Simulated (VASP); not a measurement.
A convergence study with VASP on Ti (hcp): one setting is varied, all else stays as given below, so the limit is that of these other settings. Each run relaxes cell and ions; the cell shown is the tightest run's result.

```
Ti
1.0
    1.46773    -2.54218     0.00000
    1.46773     2.54218     0.00000
    0.00000     0.00000     4.65054
Ti
2
Cartesian
  1.46773   0.84740   1.16264
  1.46773  -0.84740   3.48791
```

All values below come from PBE GGA, VASP's PBE PAW potentials (set 64) (plane waves; VASP 6.6.1). The tightest run used: 550 eV cut-off, 19×19×11 Γ-centred mesh, first-order Methfessel-Paxton smearing of 0.10 eV, potentials Ti_sv.

The reference is 19×19×11 mesh, which took about 20 core-minutes. Times come from single runs on busy shared machines, so they are rough: good to a factor of about 2.

**Question.** Of the settings 2×2×1 mesh; 3×3×2 mesh; 4×4×2 mesh; 5×5×3 mesh; 6×6×3 mesh; 7×7×4 mesh; 8×8×4 mesh; 9×9×5 mesh; 10×10×6 mesh; 11×11×6 mesh; 12×12×7 mesh; 13×13×7 mesh; 14×14×8 mesh; 15×15×8 mesh; 16×16×9 mesh; 17×17×10 mesh; 18×18×10 mesh; 19×19×11 mesh, which is the lowest that keeps the difference from the reference in relaxed volume (Å³/atom) within 0.05 from there on, and what does it cost?

**Answer.** 7×7×4 mesh; its cost over the reference is about 1/8.
```json
[
 {"setting": "2×2×1 mesh", "difference in relaxed volume (Å³/atom)": "1.319", "cost over the reference": "about 1/20"},
 {"setting": "3×3×2 mesh", "difference in relaxed volume (Å³/atom)": "0.135", "cost over the reference": "about 1/20"},
 {"setting": "4×4×2 mesh", "difference in relaxed volume (Å³/atom)": "0.032", "cost over the reference": "about 1/20"},
 {"setting": "5×5×3 mesh", "difference in relaxed volume (Å³/atom)": "0.040", "cost over the reference": "about 1/10"},
 {"setting": "6×6×3 mesh", "difference in relaxed volume (Å³/atom)": "0.082", "cost over the reference": "about 1/10"},
 {"setting": "7×7×4 mesh", "difference in relaxed volume (Å³/atom)": "0.013", "cost over the reference": "about 1/8"},
 {"setting": "8×8×4 mesh", "difference in relaxed volume (Å³/atom)": "0.040", "cost over the reference": "about 1/8"},
 {"setting": "9×9×5 mesh", "difference in relaxed volume (Å³/atom)": "0.013", "cost over the reference": "about 1/4"},
 {"setting": "10×10×6 mesh", "difference in relaxed volume (Å³/atom)": "0.001", "cost over the reference": "about 1/4"},
 {"setting": "11×11×6 mesh", "difference in relaxed volume (Å³/atom)": "0.002", "cost over the reference": "about 1/5"},
 {"setting": "12×12×7 mesh", "difference in relaxed volume (Å³/atom)": "0.001", "cost over the reference": "about 1/3"},
 {"setting": "13×13×7 mesh", "difference in relaxed volume (Å³/atom)": "0.004", "cost over the reference": "about 1/3"},
 {"setting": "14×14×8 mesh", "difference in relaxed volume (Å³/atom)": "0.010", "cost over the reference": "within a factor of 2"},
 {"setting": "15×15×8 mesh", "difference in relaxed volume (Å³/atom)": "0.004", "cost over the reference": "within a factor of 2"},
 {"setting": "16×16×9 mesh", "difference in relaxed volume (Å³/atom)": "0.016", "cost over the reference": "within a factor of 2"},
 {"setting": "17×17×10 mesh", "difference in relaxed volume (Å³/atom)": "0.013", "cost over the reference": "within a factor of 2"},
 {"setting": "18×18×10 mesh", "difference in relaxed volume (Å³/atom)": "0.013", "cost over the reference": "within a factor of 2"},
 {"setting": "19×19×11 mesh", "difference in relaxed volume (Å³/atom)": "0.000", "cost over the reference": "reference"}
]
```

Left out are rungs that failed or repeat a setting and relaxations that didn't move; long series are thinned to 24 rows.

The compound is Ti in the hcp structure.
